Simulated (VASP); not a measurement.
Ag:

```
CELL_PARAMETERS angstrom
2.93000 0.00000 0.00000
-1.46500 2.53745 0.00000
0.00000 0.00000 4.79000
ATOMIC_POSITIONS crystal
Ag 0.33333 0.66667 0.25000
Ag 0.66667 0.33333 0.75000
```

This isn't the form of Ag at room conditions, which is fcc.

The cell isn't the ideal one: cell and atoms relaxed from 1.0 times the given volume.

* Program: VASP 6.6.1
* Task: relaxation of cell and atoms
* Functional: LDA
* Potentials or basis: VASP PAW LDA potentials, release 64 (Ag)
* Cutoff: 600 eV
* k mesh: 13 × 13 × 7
* Occupations: fermi-dirac, width 0.05 eV
* Spin: no spin polarisation

At the start: pressure -10.7 GPa; volume 17.81 Å³/atom.

Q: How do energy, volume and symmetry change on relaxing?

A: Over 10 steps the energy falls by 67.4 meV/atom and the volume is 16.04 Å³/atom (-9.9 %); space group P6_3/mmc (No. 194, to 0.05 Å).

The path:
| step | energy change (eV) | largest force (eV/Å) | pressure (GPa) | volume (Å³) |
| --- | --- | --- | --- | --- |
| 1 | 0.0000 | 0.0000 | -10.71 | 35.61 |
| 2 | -0.0554 | 0.0000 | 12.23 | 29.82 |
| 3 | -0.1343 | 0.0000 | -0.09 | 32.09 |
| 4 | -0.1343 | 0.0000 | 0.17 | 32.02 |
| 5 | -0.1348 | 0.0000 | 0.15 | 32.03 |
| 6 | -0.1349 | 0.0000 | 0.18 | 32.03 |
| 7 | -0.1348 | 0.0000 | 0.17 | 32.03 |
| 8 | -0.1349 | 0.0000 | 0.20 | 32.03 |
| 9 | -0.1349 | 0.0000 | -0.18 | 32.12 |
| 10 | -0.1349 | 0.0000 | -0.01 | 32.07 |

Final structure:
```yaml
crystal:
  lattice:
    - [2.81718, 0.00000, 0.00000]
    - [-1.40859, 2.43975, 0.00000]
    - [0.00000, 0.00000, 4.66649]
  atoms:
    - { symbol: Ag, position: [0.33333, 0.66667, 0.25000] }
    - { symbol: Ag, position: [0.66667, 0.33333, 0.75000] }
```
